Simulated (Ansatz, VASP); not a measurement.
# Cross-check of C (Diamond) between VASP and Ansatz

One calculation is typed for both programs; each brings its own data sets. How far apart do they land? The cell is taken from a series of runs on this material, whose earlier steps may have relaxed, scaled, displaced or heated it; both programs get it as it stands.

Method: plane waves, with VASP 6.6.1 beside it; zone-centre phonons at LDA, in Ansatz 0.2.0.

### Step 1. The starting structure

Symmetry: I4_1/amd, No. 141, tetragonal system. The conventional cell has a = 2.422 Å, b = 2.422 Å, c = 3.561 Å, α = 90.00°, β = 90.00°, γ = 90.00°. Nearest to C lie 4 C at 1.50 Å.

Coordinates:

```xyz
2
Lattice="0.0000 1.7128 1.7803 1.7128 0.0000 1.7803 1.7128 1.7128 0.0000" Properties=species:S:1:pos:R:3 pbc="T T T"
C     1.7128    1.7128    1.7803
C     2.5691    2.5691    2.6705
```

### Step 2. VASP: zone-centre phonons, LDA, pair 1

Second derivatives magnify differences that forces hide, and they need a tight electronic threshold.

Lines of VASP's logs that name or quote its potential files are left out, and so is its time.

INCAR

```
SYSTEM = C
PREC = Accurate
ENCUT = 600
EDIFF = 1E-08
NELM = 120
ISMEAR = 0
SIGMA = 0.01
LREAL = .FALSE.
ALGO = Normal
GGA = CA
NBANDS = 10
LORBIT = 11
LWAVE = .FALSE.
LCHARG = .FALSE.
ISIF = 2
IBRION = 8
LEPSILON = .TRUE.
LASPH = .TRUE.
GGA_COMPAT = .FALSE.
EFERMI = MIDGAP
KPAR = 2
```

POSCAR

```
C
1.0
    0.0000000000      1.7127612869      1.7803475219
    1.7127612869      0.0000000000      1.7803475219
    1.7127612869      1.7127612869      0.0000000000
C
2
Direct
    0.5000000000      0.5000000000      0.5000000000
    0.7500000000      0.7500000000      0.7500000000
```

KPOINTS

```
Automatic mesh
0
Gamma
12 12 12
0 0 0
```

PAW data sets: C (LDA family, release 64).

Command:

```bash
$ mpirun -np 2 vasp_std
```

Numbers of over 12 decimals in the logs are rounded to 6 here.

The program printed:

```text
[banner, memory and clock lines left out]
running    2 mpi-ranks, on    1 nodes
 distrk:  each k-point on    1 cores,    2 groups
 distr:  one band on    1 cores,    1 groups

 POSCAR found type information on POSCAR C
 POSCAR found :  1 types and       2 ions
 LDA part: xc-table for (Slater(with rela. corr.)+CA(PZ))
 , standard interpolation
 POSCAR, INCAR and KPOINTS ok, starting setup
 FFT: planning ... GRIDC
 FFT: planning ... GRID_SOFT
 FFT: planning ... GRID
 WAVECAR not read
 entering main loop
       N       E                     dE             d eps       ncg     rms          rms(c)
DAV:   1     0.101975825369E+01    0.10198E+01   -0.54520E+03  3376   0.877E+02
DAV:   2    -0.207553942481E+02   -0.21775E+02   -0.21073E+02  4376   0.142E+02
DAV:   3    -0.211552024646E+02   -0.39981E+00   -0.39890E+00  3862   0.156E+01
DAV:   4    -0.211560131141E+02   -0.81065E-03   -0.81061E-03  3532   0.822E-01
DAV:   5    -0.211560142438E+02   -0.11297E-05   -0.11297E-05  3684   0.298E-02    0.629E+00
DAV:   6    -0.204197796143E+02    0.73623E+00   -0.42508E-01  3410   0.489E+00    0.365E+00
DAV:   7    -0.201655773028E+02    0.25420E+00   -0.49480E-01  3562   0.528E+00    0.835E-01
DAV:   8    -0.201655091774E+02    0.68125E-04   -0.10010E-02  3552   0.920E-01    0.280E-02
DAV:   9    -0.201654948278E+02    0.14350E-04   -0.37761E-05  3640   0.522E-02    0.199E-02
DAV:  10    -0.201654961112E+02   -0.12834E-05   -0.17906E-06  3648   0.124E-02    0.463E-03
DAV:  11    -0.201654960613E+02    0.49887E-07   -0.55576E-08  3690   0.197E-03    0.628E-04
DAV:  12    -0.201654960531E+02    0.82017E-08   -0.97175E-10  2040   0.315E-04
   1 F= -.20165496E+02 E0= -.20165496E+02  d E =0.000000E+00
 Linear response reoptimize wavefunctions to high precision
DAV:   1    -0.201654960515E+02    0.16095E-08   -0.54041E-11  2078   0.798E-05
DAV:   2    -0.201654960515E+02   -0.47748E-11   -0.23978E-12  1750   0.154E-05
 Linear response G [H, r] |phi>, progress :
  Direction:   1
       N       E                     dE             d eps       ncg     rms
RMM:   1    -0.305694850448E+02   -0.30569E+02    0.71840E+00  7496   0.426E+01
RMM:   2    -0.309528420358E+02   -0.38336E+00   -0.92362E-01  5155   0.840E+00
RMM:   3    -0.309628260143E+02   -0.99840E-02   -0.30761E-03  5464   0.493E-01
RMM:   4    -0.309629217966E+02   -0.95782E-04   -0.24445E-05  5696   0.380E-02
RMM:   5    -0.309629227541E+02   -0.95752E-06   -0.12057E-07  5657   0.366E-03
RMM:   6    -0.309629227796E+02   -0.25441E-07    0.10894E-08  5214   0.637E-04
RMM:   7    -0.309629227820E+02   -0.24787E-08    0.15193E-08  4226   0.358E-04
 Linear response G [H, r] |phi>, progress :
  Direction:   2
       N       E                     dE             d eps       ncg     rms
RMM:   1    -0.284675053156E+02   -0.28468E+02   -0.91256E-01  7484   0.404E+01
RMM:   2    -0.275507595251E+02    0.91675E+00   -0.70578E-01  5132   0.727E+00
RMM:   3    -0.275547928989E+02   -0.40334E-02   -0.37313E-03  5471   0.427E-01
RMM:   4    -0.275547836186E+02    0.92802E-05   -0.37841E-05  5728   0.339E-02
RMM:   5    -0.275547831129E+02    0.50576E-06   -0.79441E-07  5651   0.318E-03
RMM:   6    -0.275547830755E+02    0.37429E-07   -0.44243E-08  5166   0.596E-04
RMM:   7    -0.275547830677E+02    0.77689E-08    0.16282E-07  4192   0.361E-04
RMM:   8    -0.275547830595E+02    0.81447E-08    0.20690E-06  4090   0.347E-04
RMM:   9    -0.275547830608E+02   -0.13132E-08    0.14202E-08  3788   0.346E-04
 Linear response G [H, r] |phi>, progress :
  Direction:   3
       N       E                     dE             d eps       ncg     rms
RMM:   1    -0.287733644344E+02   -0.28773E+02    0.34885E-01  7336   0.408E+01
RMM:   2    -0.292082544764E+02   -0.43489E+00   -0.79208E-01  5108   0.767E+00
RMM:   3    -0.292133643586E+02   -0.51099E-02   -0.37382E-03  5382   0.449E-01
RMM:   4    -0.292133685757E+02   -0.42172E-05   -0.33711E-05  5639   0.355E-02
RMM:   5    -0.292133683802E+02    0.19548E-06   -0.52541E-07  5544   0.325E-03
RMM:   6    -0.292133683616E+02    0.18642E-07   -0.11010E-07  5077   0.543E-04
RMM:   7    -0.292133683941E+02   -0.32541E-07   -0.46902E-07  3995   0.298E-04
RMM:   8    -0.292133683791E+02    0.15079E-07   -0.13899E-06  3905   0.284E-04
RMM:   9    -0.292133683865E+02   -0.74485E-08   -0.71505E-08  3596   0.283E-04
 Linear response to external field (no local field effect), progress :
  Direction:   1
       N       E                     dE             d eps       ncg     rms          rms(c)
RMM:   1    -0.151091197698E+00   -0.15109E+00   -0.53191E-01  7253   0.208E+00
RMM:   2    -0.154212294442E+00   -0.31211E-02   -0.80734E-04  5204   0.237E-01
RMM:   3    -0.154215710521E+00   -0.34161E-05   -0.25081E-06  5230   0.101E-02
RMM:   4    -0.154215725894E+00   -0.15373E-07   -0.10457E-08  5124   0.693E-04
RMM:   5    -0.154215725954E+00   -0.59315E-10   -0.23288E-10  3737   0.513E-05
 change of polarisation eV/A/(eV/A) component  1 :     0.308     0.074     0.106
 dielectric tensor                  component  1 :     6.343     1.290     1.830
 Linear response to external field (no local field effect), progress :
  Direction:   2
       N       E                     dE             d eps       ncg     rms          rms(c)
RMM:   1    -0.116579825943E+00   -0.11658E+00   -0.39152E-01  7244   0.189E+00
[...]
RMM:   1    -0.146144347440E+00   -0.14614E+00   -0.53696E-01  7160   0.205E+00
RMM:   2    -0.149147964162E+00   -0.30036E-02   -0.73859E-04  5164   0.228E-01
RMM:   3    -0.149150903222E+00   -0.29391E-05   -0.20496E-06  5208   0.930E-03
RMM:   4    -0.149150914872E+00   -0.11650E-07   -0.80432E-09  5039   0.637E-04
RMM:   5    -0.149150914914E+00   -0.41832E-10   -0.94252E-11  3584   0.457E-05
 change of polarisation eV/A/(eV/A) component  3 :     0.106    -0.071     0.298
 dielectric tensor                  component  3 :     1.830    -1.228     6.168
 Linear response to external field, progress :
  Direction:   1
       N       E                     dE             d eps       ncg     rms          rms(c)
RMM:   1    -0.133835509963E+00   -0.13384E+00   -0.46171E-01 12469   0.199E+00
RMM:   2    -0.136593338455E+00   -0.27578E-02   -0.70285E-04  8919   0.224E-01    0.641E-01
RMM:   3    -0.134523285491E+00    0.20701E-02   -0.70596E-04  8898   0.205E-01    0.373E-01
RMM:   4    -0.138399402154E+00   -0.38761E-02   -0.98918E-04  8908   0.245E-01    0.346E-02
RMM:   5    -0.138797823046E+00   -0.39842E-03   -0.11152E-05  9137   0.265E-02    0.259E-03
RMM:   6    -0.138808977410E+00   -0.11154E-04   -0.28486E-08  9428   0.152E-03    0.143E-03
RMM:   7    -0.138812774298E+00   -0.37969E-05   -0.42284E-09  9435   0.632E-04    0.934E-05
RMM:   8    -0.138813172420E+00   -0.39812E-06   -0.11959E-10  7620   0.623E-05    0.226E-05
RMM:   9    -0.138813075188E+00    0.97232E-07   -0.61329E-11  4146   0.251E-05    0.212E-06
 change of polarisation eV/A/(eV/A) component  1 :     0.264     0.034     0.086
 dielectric tensor                  component  1 :     5.568     0.592     1.496
 Linear response to external field, progress :
  Direction:   2
       N       E                     dE             d eps       ncg     rms          rms(c)
RMM:   1    -0.133835513559E+00   -0.13384E+00   -0.46171E-01 12469   0.199E+00
RMM:   2    -0.136593343340E+00   -0.27578E-02   -0.70280E-04  8917   0.224E-01    0.641E-01
RMM:   3    -0.134524626365E+00    0.20687E-02   -0.70611E-04  8895   0.205E-01    0.373E-01
RMM:   4    -0.138398607753E+00   -0.38740E-02   -0.98928E-04  8912   0.245E-01    0.345E-02
RMM:   5    -0.138796984359E+00   -0.39838E-03   -0.11174E-05  9136   0.265E-02    0.259E-03
RMM:   6    -0.138808353132E+00   -0.11369E-04   -0.28211E-08  9429   0.152E-03    0.143E-03
RMM:   7    -0.138812096643E+00   -0.37435E-05   -0.42080E-09  9452   0.631E-04    0.934E-05
RMM:   8    -0.138812500222E+00   -0.40358E-06   -0.11337E-10  7629   0.614E-05    0.226E-05
RMM:   9    -0.138812402308E+00    0.97914E-07   -0.72770E-11  4111   0.242E-05    0.212E-06
 change of polarisation eV/A/(eV/A) component  2 :     0.034     0.264     0.000
 dielectric tensor                  component  2 :     0.593     5.568     0.002
 Linear response to external field, progress :
  Direction:   3
       N       E                     dE             d eps       ncg     rms          rms(c)
RMM:   1    -0.146144347440E+00   -0.14614E+00   -0.53696E-01  7160   0.205E+00
RMM:   2    -0.149147964162E+00   -0.30036E-02   -0.73859E-04  5163   0.228E-01    0.686E-01
RMM:   3    -0.146955428490E+00    0.21925E-02   -0.69834E-04  5134   0.207E-01    0.399E-01
RMM:   4    -0.151370977446E+00   -0.44155E-02   -0.10350E-03  5153   0.254E-01    0.310E-02
RMM:   5    -0.151710302884E+00   -0.33933E-03   -0.10606E-05  5270   0.259E-02    0.257E-03
RMM:   6    -0.151722525128E+00   -0.12222E-04   -0.29260E-08  5433   0.154E-03    0.140E-03
RMM:   7    -0.151725578854E+00   -0.30537E-05   -0.39604E-09  5448   0.609E-04    0.981E-05
RMM:   8    -0.151726077160E+00   -0.49831E-06   -0.60913E-11  4319   0.609E-05    0.234E-05
RMM:   9    -0.151725959631E+00    0.11753E-06   -0.19136E-11  2267   0.233E-05    0.211E-06
 change of polarisation eV/A/(eV/A) component  3 :     0.103    -0.069     0.288
 dielectric tensor                  component  3 :     1.790    -1.197     5.988
 Linear response DOF=           2
 Linear response progress:
  Degree of freedom:   1/  2
       N       E                     dE             d eps       ncg     rms          rms(c)
RMM:   1    -0.122440674389E+00   -0.12244E+00   -0.32265E-02 23206   0.209E+00
RMM:   2    -0.111829461927E+00    0.10611E-01   -0.20677E-03 14539   0.394E-01    0.202E-01
RMM:   3    -0.111983203935E+00   -0.15374E-03   -0.22152E-04 14384   0.122E-01    0.109E-01
RMM:   4    -0.112854284662E+00   -0.87108E-03   -0.26198E-04 14340   0.128E-01    0.138E-02
RMM:   5    -0.112819330096E+00    0.34955E-04   -0.26734E-06 15554   0.146E-02    0.112E-03
RMM:   6    -0.112820329712E+00   -0.99962E-06    0.87614E-09 15582   0.905E-04    0.460E-04
RMM:   7    -0.112817645275E+00    0.26844E-05    0.22834E-09 16006   0.409E-04    0.752E-05
RMM:   8    -0.112817604220E+00    0.41055E-07   -0.50759E-09 16290   0.716E-05    0.114E-05
RMM:   9    -0.112817469860E+00    0.13436E-06   -0.97604E-09 16427   0.463E-05    0.140E-06
RMM:  10    -0.112817467631E+00    0.22287E-08   -0.18348E-08 14034   0.332E-05    0.158E-07
 first order change of Fermi-energy   0.18052E-06
 force on displaced ion       1 direction 1 : -43.437   0.000  -0.000
 Born effective charge ion    1 direction 1 :   0.000   0.000   0.000
 Linear response progress:
  Degree of freedom:   2/  2
       N       E                     dE             d eps       ncg     rms          rms(c)
RMM:   1    -0.121198351740E+00   -0.12120E+00   -0.13209E-02 13316   0.210E+00
RMM:   2    -0.112024552972E+00    0.91738E-02   -0.29340E-03  8569   0.401E-01    0.209E-01
RMM:   3    -0.112065536930E+00   -0.40984E-04   -0.27026E-04  8415   0.129E-01    0.113E-01
RMM:   4    -0.112947633325E+00   -0.88210E-03   -0.30908E-04  8341   0.134E-01    0.139E-02
RMM:   5    -0.112906719188E+00    0.40914E-04   -0.55265E-06  9057   0.142E-02    0.108E-03
RMM:   6    -0.112907498582E+00   -0.77939E-06   -0.29194E-08  9076   0.846E-04    0.517E-04
RMM:   7    -0.112904977438E+00    0.25211E-05   -0.38966E-09  9358   0.287E-04    0.563E-05
RMM:   8    -0.112905114573E+00   -0.13713E-06   -0.18057E-09  9355   0.663E-05    0.106E-05
RMM:   9    -0.112904977899E+00    0.13667E-06   -0.40395E-09  9663   0.419E-05    0.138E-06
RMM:  10    -0.112904982363E+00   -0.44635E-08   -0.47718E-09  7956   0.293E-05    0.505E-07
 first order change of Fermi-energy  -0.83113E+01
 force on displaced ion       1 direction 3 :  -0.000  -0.000 -42.214
 Born effective charge ion    1 direction 3 :   0.000   0.000  -0.000
 Born effective charges drift removed
 Linear response finished
```

Parts of OUTCAR (step 2):

```text
ion  position               nearest neighbor table
   1  0.500  0.500  0.500-   2 1.50   2 1.50   2 1.50   2 1.50
   2  0.750  0.750  0.750-   1 1.50   1 1.50   1 1.50   1 1.50

  LATTYP: Found a body centered tetragonal cell.
 ALAT       =     2.4222102410
 C/A-ratio  =     1.4700189866

 Subroutine GETGRP returns: Found 16 space group operations
 (whereof  8 operations were pure point group operations)

The static configuration has the point symmetry D_2d.
 The point group associated with its full space group is D_4h.

 Found    163 irreducible k-points:

   k-points           NKPTS =    163   k-points in BZ     NKDIM =    163   number of bands    NBANDS=     10

   dimension x,y,z NGX =    20 NGY =   20 NGZ =   20
   dimension x,y,z NGXF=    40 NGYF=   40 NGZF=   40

   ENCUT  =  600.0 eV  44.10 Ry    6.64 a.u.   4.93  4.93  4.84*2*pi/ulx,y,z

   NELECT =       8.0000    total number of electrons

 k-points in reciprocal lattice and weights: Automatic mesh
   0.00000000  0.00000000  0.00000000       0.001
   0.08333333  0.00000000  0.00000000       0.005
   0.16666667  0.00000000  0.00000000       0.005
   0.25000000  0.00000000  0.00000000       0.005
   0.33333333  0.00000000  0.00000000       0.005
   0.41666667  0.00000000  0.00000000       0.005
   0.50000000  0.00000000  0.00000000       0.002
   0.08333333  0.08333333  0.00000000       0.001
   0.16666667  0.08333333  0.00000000       0.005
[...]
-0.33333333  0.16666667  0.50000000       0.002
  -0.25000000  0.25000000  0.50000000       0.001

 average (electrostatic) potential at core
       1 -48.2833       2 -48.2833

  Total        2.7241990      2.7241990      0.0777942      0.0000000     -0.0000000     -0.0000000
  in kB      417.8505270    417.8505270     11.9324498      0.0000000     -0.0000000     -0.0000000
  external PRESSURE =     282.5445012 kB  Pullay stress =       0.0000000 kB

  energy-cutoff  :      600.00
  volume of cell :       10.45
      direct lattice vectors                 reciprocal lattice vectors
     0.000000000  1.712761287  1.780347522    -0.291926262  0.291926262  0.280844045
     1.712761287  0.000000000  1.780347522     0.291926262 -0.291926262  0.280844045
     1.712761287  1.712761287  0.000000000     0.291926262  0.291926262 -0.280844045

 POSITION                                       TOTAL-FORCE (eV/Angst)
 -----------------------------------------------------------------------------------
      1.71276      1.71276      1.78035        -0.000000     -0.000000     -0.000000
      2.56914      2.56914      2.67052         0.000000      0.000000      0.000000
 -----------------------------------------------------------------------------------
    total drift:                                0.000000     -0.000000      0.000000

 MACROSCOPIC STATIC DIELECTRIC TENSOR (including local field effects in DFT)
 ------------------------------------------------------
           5.568008     0.000000     0.000000
           0.000000     5.568008     0.000000
          -0.000000    -0.000000     5.988080
 ------------------------------------------------------

 PIEZOELECTRIC TENSOR (including local field effects)  for field in x, y, z        (C/m^2)
          XX          YY          ZZ          XY          YZ          ZX
  --------------------------------------------------------------------------------
  x    -0.00000     0.00000     0.00000     0.00000     0.00000     0.00000
  y     0.00000    -0.00000    -0.00000     0.00000     0.00000     0.00000
  z     0.00000     0.00000     0.00000     0.00000     0.00000     0.00000

 BORN EFFECTIVE CHARGES (including local field effects) (in |e|, cummulative output)
 ---------------------------------------------------------------------------------
 ion    1
    1     0.00000     0.00000     0.00000
    2     0.00000     0.00000     0.00000
    3     0.00000     0.00000     0.00000
 ion    2
    1     0.00000     0.00000     0.00000
    2     0.00000     0.00000     0.00000
    3     0.00000     0.00000     0.00000

 Eigenvectors and eigenvalues of the dynamical matrix
 ----------------------------------------------------

   1 f  =   42.044019 THz   264.170363 2PiTHz 1402.437521 cm-1   173.880013 meV
             X         Y         Z           dx          dy          dz
      1.712761  1.712761  1.780348     0.000000   -0.707107    0.000000
      2.569142  2.569142  2.670521     0.000000    0.707107    0.000000

   2 f  =   42.044019 THz   264.170363 2PiTHz 1402.437521 cm-1   173.880013 meV
             X         Y         Z           dx          dy          dz
      1.712761  1.712761  1.780348    -0.707107    0.000000    0.000000
      2.569142  2.569142  2.670521     0.707107    0.000000    0.000000

   3 f  =   41.447910 THz   260.424901 2PiTHz 1382.553469 cm-1   171.414706 meV
             X         Y         Z           dx          dy          dz
      1.712761  1.712761  1.780348     0.000000    0.000000   -0.707107
      2.569142  2.569142  2.670521     0.000000    0.000000    0.707107

   4 f  =    0.000000 THz     0.000000 2PiTHz    0.000000 cm-1     0.000000 meV
             X         Y         Z           dx          dy          dz
      1.712761  1.712761  1.780348     0.707107    0.000000    0.000000
      2.569142  2.569142  2.670521     0.707107    0.000000    0.000000

   5 f  =    0.000000 THz     0.000000 2PiTHz    0.000000 cm-1     0.000000 meV
             X         Y         Z           dx          dy          dz
      1.712761  1.712761  1.780348     0.000000    0.707107    0.000000
      2.569142  2.569142  2.670521     0.000000    0.707107    0.000000

   6 f  =    0.000000 THz     0.000000 2PiTHz    0.000000 cm-1     0.000000 meV
             X         Y         Z           dx          dy          dz
      1.712761  1.712761  1.780348     0.000000    0.000000    0.707107
      2.569142  2.569142  2.670521     0.000000    0.000000    0.707107

 MACROSCOPIC STATIC DIELECTRIC TENSOR IONIC CONTRIBUTION
 ------------------------------------------------------
           0.000000     0.000000     0.000000
           0.000000     0.000000     0.000000
           0.000000     0.000000     0.000000
 ------------------------------------------------------

 ELASTIC MODULI CONTR FROM IONIC RELAXATION (kBar)
 Direction    XX          YY          ZZ          XY          YZ          ZX
 --------------------------------------------------------------------------------
 XX           0.0000      0.0000      0.0000      0.0000      0.0000      0.0000
 YY           0.0000      0.0000      0.0000      0.0000      0.0000      0.0000
 ZZ           0.0000      0.0000      0.0000      0.0000      0.0000      0.0000
 XY           0.0000      0.0000      0.0000   -168.4229      0.0000      0.0000
 YZ           0.0000      0.0000      0.0000      0.0000   -194.9870      0.0000
 ZX           0.0000      0.0000      0.0000      0.0000      0.0000   -204.8854
 --------------------------------------------------------------------------------

 PIEZOELECTRIC TENSOR IONIC CONTR  for field in x, y, z        (C/m^2)
          XX          YY          ZZ          XY          YZ          ZX
  --------------------------------------------------------------------------------
  x     0.00000     0.00000     0.00000     0.00000     0.00000     0.00000
  y     0.00000     0.00000     0.00000     0.00000     0.00000     0.00000
  z     0.00000     0.00000     0.00000     0.00000     0.00000     0.00000
```

(Part 1 of 3 ends here.)

[Lines on the potential files, build, host, timing and source positions are cut from VASP's logs without a mark.]

[Logs are printed without paths, hosts, clocks, repeated set-up lines and the standing remarks that a program may print on its own settings, such as how far it seeks lower states.]

[Hosts, paths, dates, database ids (printed as entryN), source tags and the programs' standing remarks are cut or masked in the printed files.]
